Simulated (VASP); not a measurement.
```
HgO
1.0
    3.29719     0.00000     0.00000
   -1.64860     2.85545     0.00000
    0.00000     0.00000     3.03476
Hg O
1 1
Cartesian
  0.00000   0.00000   0.00000
  1.64860   0.95182   1.51738
```

Level of theory: PBEsol GGA, VASP's PBE PAW potentials (set 64) (plane waves; VASP). Numerical set-up: 520 eV cut-off, 14×14×13 Γ-centred mesh, tetrahedra with Blöchl corrections, potentials Hg O.

Unless said otherwise, spin-orbit coupling is left out, though it shifts the bands of the heavy elements here.

Task: Predict the energy per atom (σ→0), band gap (on the k-mesh) with the smallest direct gap where there is one.

Result: 
The band gap (on the k-mesh) comes out as none (metal, semimetal or under 0.01 eV) and the energy per atom (σ→0) is -2.985 eV/atom.

Total energies compare only between runs with the same potentials, cut-off and functional.

The structure was generated: HgO was put into the WC type (P-6m2), which need not be its known phase. It was relaxed first, which changed the volume by +21 %.
